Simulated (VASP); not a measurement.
# Zone-centre spectra of GaN, part 5 of 6

Aim: the Raman spectrum of GaN from finite differences. The cell is of the zinc-blende type, one of the forms listed for this formula. The start is a computed cell from the Materials Project.

VASP 6.6.1, plane waves and PAW; the level of theory is named at each step.

So far. Step 4 (Modes at the zone centre): The mean electronic (clamped-ion) dielectric constant is 5.75. The three acoustic modes come out within 0.13 cm⁻¹ of zero. Step 5 (Dielectric tensor along a mode, amplitude 0.05): The principal values of the electronic dielectric tensor with local fields are 5.73, 5.75 and 5.78. Mean Born effective charge: Ga1 2.63, N2 -2.63 e.

## Step 6: Dielectric tensor along a mode, amplitude -0.05

Level of this step: LDA, displaced atoms; plane waves and PAW (Ga_d, N) (VASP).

The same response, for the next move.

Contents of INCAR:

```
SYSTEM = GaN
PREC = Accurate
ENCUT = 520
EDIFF = 1E-08
NELM = 100
ISMEAR = 0
SIGMA = 0.01
LREAL = .FALSE.
ALGO = Normal
GGA = CA
NBANDS = 15
LWAVE = .FALSE.
LCHARG = .FALSE.
KPAR = 2
LEPSILON = .TRUE.
```

Contents of POSCAR:

```
GaN
1.0
    0.0000000000      2.2303295905      2.2303295905
    2.2303295905      0.0000000000      2.2303295905
    2.2303295905      2.2303295905      0.0000000000
Ga N
1 1
Direct
   -0.0005492509      0.0005492509     -0.0005492509
    0.2527328426      0.2472671574      0.2527328426
```

Contents of KPOINTS:

```
Automatic mesh
0
Gamma
11 11 11
0 0 0
```

The projector-augmented-wave data sets are Ga_d and N (PBE family, release 64).

Run with:

```sh
$ mpirun -np 2 vasp_std
```

Output:

```text
[... set-up lines as in an earlier step ...]
 entering main loop
       N       E                     dE             d eps       ncg     rms          rms(c)
DAV:   1     0.802193806582E+02    0.80219E+02   -0.96059E+03  7228   0.218E+03
DAV:   2    -0.101688312316E+02   -0.90388E+02   -0.84868E+02  7565   0.335E+02
DAV:   3    -0.158637289337E+02   -0.56949E+01   -0.56721E+01  7320   0.743E+01
DAV:   4    -0.159329571468E+02   -0.69228E-01   -0.69217E-01  8114   0.876E+00
[...]
DAV:  13    -0.139970041480E+02    0.73165E-07   -0.37181E-07  7910   0.717E-03    0.433E-03
DAV:  14    -0.139970041310E+02    0.16938E-07   -0.83853E-08  7616   0.217E-03    0.716E-04
DAV:  15    -0.139970041293E+02    0.17080E-08   -0.27513E-09  4675   0.677E-04
   1 F= -.13997004E+02 E0= -.13997004E+02  d E =-.128915E-19
 Linear response reoptimize wavefunctions to high precision
DAV:   1    -0.139970041295E+02   -0.19463E-09   -0.68678E-10  4801   0.269E-04
DAV:   2    -0.139970041295E+02   -0.11823E-10   -0.76341E-11  4276   0.909E-05
 Linear response G [H, r] |phi>, progress :
  Direction:   1
[...]
RMM:  11    -0.306976280417E+00    0.84764E-06    0.56209E-08  9208   0.124E-04    0.123E-05
RMM:  12    -0.306975850346E+00    0.43007E-06    0.45929E-08  5401   0.701E-05    0.403E-06
 change of polarisation eV/A/(eV/A) component  2 :     0.101     0.583     0.062
 dielectric tensor                  component  2 :     0.821     5.755     0.506
 Linear response to external field, progress :
  Direction:   3
       N       E                     dE             d eps       ncg     rms          rms(c)
RMM:   1    -0.483533511453E-01   -0.48353E-01    0.17111E+00 21599   0.748E+00
RMM:   2    -0.303024458243E+00   -0.25467E+00   -0.29149E-02 41332   0.153E+00    0.844E-01
RMM:   3    -0.298328679026E+00    0.46958E-02   -0.46162E-03 40575   0.586E-01    0.482E-01
RMM:   4    -0.306559642536E+00   -0.82310E-02   -0.44305E-03 40831   0.581E-01    0.343E-02
[...]
RMM:  10    -0.306911644641E+00    0.20917E-05    0.19132E-07 42164   0.328E-04    0.344E-05
RMM:  11    -0.306911977336E+00   -0.33269E-06    0.28023E-07 31756   0.120E-04    0.109E-05
RMM:  12    -0.306912157354E+00   -0.18002E-06    0.26068E-07 15282   0.669E-05    0.155E-06
 change of polarisation eV/A/(eV/A) component  3 :     0.003     0.000     0.583
 dielectric tensor                  component  3 :     0.022     0.000     5.754
 Born effective charges drift removed
```

Run time: 10 min. Hardware: 2 MPI ranks of AMD EPYC 7R43, shared host; peak memory 1.2 GiB; 20 min of CPU time.

OUTCAR, selected parts (step 6):

```text
  Total        0.0039859     -0.0005186      0.0039859      0.0000000      0.0000000     -0.1337516
  in kB        0.2878031     -0.0374457      0.2878031      0.0000000      0.0000000     -9.6576717
  external PRESSURE =       0.1793868 kB  Pullay stress =       0.0000000 kB

 POSITION                                       TOTAL-FORCE (eV/Angst)
 -----------------------------------------------------------------------------------
      2.23033      4.45821      2.23033         0.000000      0.192236      0.000000
      1.11516      1.12736      1.11516        -0.000000     -0.192236     -0.000000
 -----------------------------------------------------------------------------------
    total drift:                                0.000003     -0.000040      0.000003

 MACROSCOPIC STATIC DIELECTRIC TENSOR (including local field effects in DFT)
 ------------------------------------------------------
           5.753549     0.000000     0.021706
           0.000000     5.754516     0.000000
           0.021706     0.000000     5.753549
 ------------------------------------------------------

[... 2 parts as in an earlier step ...]
```

Electronic dielectric tensor with local fields:

```
5.75 0.00 0.02
0.00 5.75 0.00
0.02 0.00 5.75
```

Between the two moves along the mode at 553 cm⁻¹ the tensors differ most in xz: forward less backward gives -0.0434.

## Step 7: Dielectric tensor along a mode, amplitude 0.05 (run 2)

The same response, for the next move.

INCAR is that of step 6.

Contents of POSCAR:

```
GaN
1.0
    0.0000000000      2.2303295905      2.2303295905
    2.2303295905      0.0000000000      2.2303295905
    2.2303295905      2.2303295905      0.0000000000
Ga N
1 1
Direct
   -0.0005492509     -0.0005492509      0.0005492509
    0.2527328426      0.2527328426      0.2472671574
```

KPOINTS is that of step 6.

Run with:

```sh
$ mpirun -np 2 vasp_std
```

Output:

```text
[... set-up lines as in an earlier step ...]
 entering main loop
       N       E                     dE             d eps       ncg     rms          rms(c)
DAV:   1     0.795373403610E+02    0.79537E+02   -0.95900E+03  7261   0.217E+03
DAV:   2    -0.101373441669E+02   -0.89675E+02   -0.84041E+02  7502   0.333E+02
DAV:   3    -0.158630080509E+02   -0.57257E+01   -0.57022E+01  7285   0.742E+01
DAV:   4    -0.159329665905E+02   -0.69959E-01   -0.69942E-01  8164   0.878E+00
[...]
DAV:  13    -0.139970041206E+02    0.78952E-07   -0.37415E-07  7950   0.723E-03    0.431E-03
DAV:  14    -0.139970041025E+02    0.18073E-07   -0.83452E-08  7525   0.217E-03    0.711E-04
DAV:  15    -0.139970041003E+02    0.22364E-08   -0.27158E-09  4717   0.673E-04
   1 F= -.13997004E+02 E0= -.13997004E+02  d E =-.128778E-19
 Linear response reoptimize wavefunctions to high precision
DAV:   1    -0.139970041007E+02   -0.35834E-09   -0.67821E-10  4689   0.270E-04
DAV:   2    -0.139970041007E+02   -0.77307E-11   -0.76283E-11  4290   0.915E-05
 Linear response G [H, r] |phi>, progress :
  Direction:   1
[...]
RMM:  11    -0.306913441480E+00    0.10389E-05   -0.21213E-08 31730   0.121E-04    0.106E-05
RMM:  12    -0.306914182524E+00   -0.74104E-06   -0.38121E-08 15360   0.670E-05    0.156E-06
 change of polarisation eV/A/(eV/A) component  2 :     0.003     0.583    -0.000
 dielectric tensor                  component  2 :     0.022     5.754    -0.000
 Linear response to external field, progress :
  Direction:   3
       N       E                     dE             d eps       ncg     rms          rms(c)
RMM:   1    -0.493705140461E-01   -0.49371E-01    0.17011E+00  7014   0.746E+00
RMM:   2    -0.303081145536E+00   -0.25371E+00   -0.28561E-02 13294   0.152E+00    0.844E-01
RMM:   3    -0.298378037267E+00    0.47031E-02   -0.44909E-03 13085   0.583E-01    0.482E-01
RMM:   4    -0.306596703394E+00   -0.82187E-02   -0.44240E-03 13175   0.581E-01    0.340E-02
[...]
RMM:  10    -0.306978087845E+00    0.10459E-05   -0.18978E-07 13236   0.339E-04    0.123E-05
RMM:  11    -0.306975141918E+00    0.29459E-05   -0.13387E-07  9275   0.124E-04    0.124E-05
RMM:  12    -0.306976803461E+00   -0.16615E-05   -0.89842E-08  5460   0.700E-05    0.394E-06
 change of polarisation eV/A/(eV/A) component  3 :     0.082     0.106     0.583
 dielectric tensor                  component  3 :     0.667     0.863     5.755
 Born effective charges drift removed
```

The job ended after 8.7 min (2 MPI ranks; peak memory 1.1 GiB).

Parts of OUTCAR (step 7):

```text
  Total        0.0039835      0.0039835     -0.0005209     -0.1337514      0.0000000      0.0000000
  in kB        0.2876361      0.2876361     -0.0376107     -9.6576594      0.0000000      0.0000000
  external PRESSURE =       0.1792205 kB  Pullay stress =       0.0000000 kB

 POSITION                                       TOTAL-FORCE (eV/Angst)
 -----------------------------------------------------------------------------------
      2.23033      2.23033      4.45821        -0.000000     -0.000000      0.192236
      1.11516      1.11516      1.12736         0.000000      0.000000     -0.192236
 -----------------------------------------------------------------------------------
    total drift:                                0.000003      0.000003     -0.000039

 MACROSCOPIC STATIC DIELECTRIC TENSOR (including local field effects in DFT)
 ------------------------------------------------------
           5.753559     0.021711     0.000000
           0.021711     5.753559     0.000000
           0.000000     0.000000     5.754503
 ------------------------------------------------------

[... 2 parts as in an earlier step ...]
```

## Step 8: Dielectric tensor along a mode, amplitude -0.05 (run 2)

The same response, for the next move.

INCAR is that of step 7.

Contents of POSCAR:

```
GaN
1.0
    0.0000000000      2.2303295905      2.2303295905
    2.2303295905      0.0000000000      2.2303295905
    2.2303295905      2.2303295905      0.0000000000
Ga N
1 1
Direct
    0.0005492509      0.0005492509     -0.0005492509
    0.2472671574      0.2472671574      0.2527328426
```

KPOINTS is that of step 7.

Run with:

```sh
$ mpirun -np 2 vasp_std
```

Output:

```text
[... set-up lines as in an earlier step ...]
 entering main loop
       N       E                     dE             d eps       ncg     rms          rms(c)
DAV:   1     0.798389654173E+02    0.79839E+02   -0.95854E+03  7261   0.217E+03
DAV:   2    -0.101269743217E+02   -0.89966E+02   -0.84240E+02  7530   0.333E+02
DAV:   3    -0.158628102036E+02   -0.57358E+01   -0.57124E+01  7243   0.743E+01
DAV:   4    -0.159329523441E+02   -0.70142E-01   -0.70127E-01  8207   0.879E+00
[...]
DAV:  13    -0.139970040625E+02    0.76911E-07   -0.37052E-07  8035   0.709E-03    0.434E-03
DAV:  14    -0.139970040440E+02    0.18447E-07   -0.84051E-08  7525   0.218E-03    0.714E-04
DAV:  15    -0.139970040417E+02    0.22865E-08   -0.27666E-09  4682   0.682E-04
   1 F= -.13997004E+02 E0= -.13997004E+02  d E =-.128673E-19
 Linear response reoptimize wavefunctions to high precision
DAV:   1    -0.139970040421E+02   -0.39654E-09   -0.68616E-10  4738   0.272E-04
DAV:   2    -0.139970040421E+02   -0.31832E-11   -0.77413E-11  4304   0.920E-05
 Linear response G [H, r] |phi>, progress :
  Direction:   1
[...]
RMM:  11    -0.306912287554E+00    0.61380E-06    0.33245E-08 31624   0.117E-04    0.106E-05
RMM:  12    -0.306913881362E+00   -0.15938E-05    0.36104E-08 15342   0.634E-05    0.147E-06
 change of polarisation eV/A/(eV/A) component  2 :    -0.003     0.583    -0.000
 dielectric tensor                  component  2 :    -0.022     5.754    -0.000
 Linear response to external field, progress :
  Direction:   3
       N       E                     dE             d eps       ncg     rms          rms(c)
RMM:   1    -0.493704044066E-01   -0.49370E-01    0.17011E+00  7014   0.746E+00
RMM:   2    -0.303080645790E+00   -0.25371E+00   -0.28603E-02 13299   0.152E+00    0.844E-01
RMM:   3    -0.298379389316E+00    0.47013E-02   -0.44743E-03 13089   0.582E-01    0.482E-01
RMM:   4    -0.306598065600E+00   -0.82187E-02   -0.44228E-03 13176   0.580E-01    0.341E-02
[...]
RMM:  10    -0.306977125290E+00    0.27518E-07   -0.16657E-07 13257   0.336E-04    0.149E-05
RMM:  11    -0.306977375372E+00   -0.25008E-06   -0.71729E-08  9421   0.117E-04    0.133E-05
RMM:  12    -0.306976772465E+00    0.60291E-06   -0.87865E-08  5458   0.633E-05    0.385E-06
 change of polarisation eV/A/(eV/A) component  3 :     0.081     0.106     0.583
 dielectric tensor                  component  3 :     0.658     0.867     5.754
 Born effective charges drift removed
```

It took 9.4 min on 2 MPI ranks; peak memory 1.1 GiB; 19 min of CPU time.

From OUTCAR (step 8):

```text
  Total        0.0039806      0.0039806     -0.0005248      0.1338226      0.0000000      0.0000000
  in kB        0.2874252      0.2874252     -0.0378917      9.6627954      0.0000000      0.0000000
  external PRESSURE =       0.1789862 kB  Pullay stress =       0.0000000 kB

 POSITION                                       TOTAL-FORCE (eV/Angst)
 -----------------------------------------------------------------------------------
      2.23033      2.23033      0.00245         0.000000      0.000000     -0.192236
      1.11516      1.11516      1.10297         0.000000      0.000000      0.192236
 -----------------------------------------------------------------------------------
    total drift:                                0.000001      0.000001      0.000052

 MACROSCOPIC STATIC DIELECTRIC TENSOR (including local field effects in DFT)
 ------------------------------------------------------
           5.753558    -0.021708     0.000000
          -0.021708     5.753558     0.000000
           0.000000     0.000000     5.754497
 ------------------------------------------------------

[... 2 parts as in an earlier step ...]
```

Between the two moves along the mode at 553 cm⁻¹ the tensors differ most in xy: forward less backward gives +0.0434.

## Step 9: Dielectric tensor along a mode, amplitude 0.05 (run 3)

The same response, for the next move.

INCAR is that of step 8.

Contents of POSCAR:

```
GaN
1.0
    0.0000000000      2.2303295905      2.2303295905
    2.2303295905      0.0000000000      2.2303295905
    2.2303295905      2.2303295905      0.0000000000
Ga N
1 1
Direct
   -0.0005492509      0.0005492509      0.0005492509
    0.2527328426      0.2472671574      0.2472671574
```

KPOINTS is that of step 8.

Run with:

```sh
$ mpirun -np 2 vasp_std
```

Output:

```text
[... set-up lines as in an earlier step ...]
 entering main loop
       N       E                     dE             d eps       ncg     rms          rms(c)
DAV:   1     0.806244549863E+02    0.80624E+02   -0.95622E+03  7213   0.217E+03
DAV:   2    -0.100709462828E+02   -0.90695E+02   -0.84899E+02  7593   0.335E+02
DAV:   3    -0.158629871027E+02   -0.57920E+01   -0.57690E+01  7229   0.748E+01
DAV:   4    -0.159329659781E+02   -0.69979E-01   -0.69964E-01  8272   0.881E+00
[...]
DAV:  13    -0.139970040625E+02    0.81689E-07   -0.37540E-07  8027   0.726E-03    0.434E-03
DAV:  14    -0.139970040440E+02    0.18463E-07   -0.84610E-08  7504   0.219E-03    0.704E-04
DAV:  15    -0.139970040418E+02    0.22442E-08   -0.27118E-09  4710   0.675E-04
   1 F= -.13997004E+02 E0= -.13997004E+02  d E =-.128868E-19
 Linear response reoptimize wavefunctions to high precision
DAV:   1    -0.139970040421E+02   -0.33469E-09   -0.67301E-10  4836   0.272E-04
DAV:   2    -0.139970040421E+02   -0.26375E-10   -0.75974E-11  4206   0.912E-05
 Linear response G [H, r] |phi>, progress :
  Direction:   1
[...]
RMM:  11    -0.306915833224E+00   -0.22971E-05    0.79405E-08 31886   0.118E-04    0.104E-05
RMM:  12    -0.306914952865E+00    0.88036E-06    0.74243E-08 15156   0.638E-05    0.139E-06
 change of polarisation eV/A/(eV/A) component  2 :     0.000     0.583    -0.003
 dielectric tensor                  component  2 :     0.000     5.754    -0.022
 Linear response to external field, progress :
  Direction:   3
       N       E                     dE             d eps       ncg     rms          rms(c)
RMM:   1    -0.483533282546E-01   -0.48353E-01    0.17111E+00 21599   0.748E+00
RMM:   2    -0.303024784653E+00   -0.25467E+00   -0.29155E-02 41345   0.153E+00    0.844E-01
RMM:   3    -0.298331257471E+00    0.46935E-02   -0.45843E-03 40568   0.585E-01    0.482E-01
RMM:   4    -0.306561100582E+00   -0.82298E-02   -0.44190E-03 40833   0.581E-01    0.342E-02
[...]
RMM:  10    -0.306916108753E+00    0.27616E-05   -0.61134E-08 42132   0.327E-04    0.344E-05
RMM:  11    -0.306915161150E+00    0.94760E-06    0.89697E-09 31705   0.118E-04    0.109E-05
RMM:  12    -0.306916514062E+00   -0.13529E-05    0.32159E-08 15273   0.646E-05    0.169E-06
 change of polarisation eV/A/(eV/A) component  3 :     0.000    -0.003     0.583
 dielectric tensor                  component  3 :     0.000    -0.022     5.754
 Born effective charges drift removed
```

It took 9.5 min on 2 MPI ranks; peak memory 1.1 GiB.

(Continued in part 6 of 6.)

[Lines on the potential files, build, host, timing and source positions are cut from VASP's logs without a mark.]

[Logs are printed without paths, hosts, clocks, repeated set-up lines and the standing remarks that a program may print on its own settings, such as how far it seeks lower states.]

[Hosts, paths, dates, database ids (printed as entryN), source tags and the programs' standing remarks are cut or masked in the printed files.]
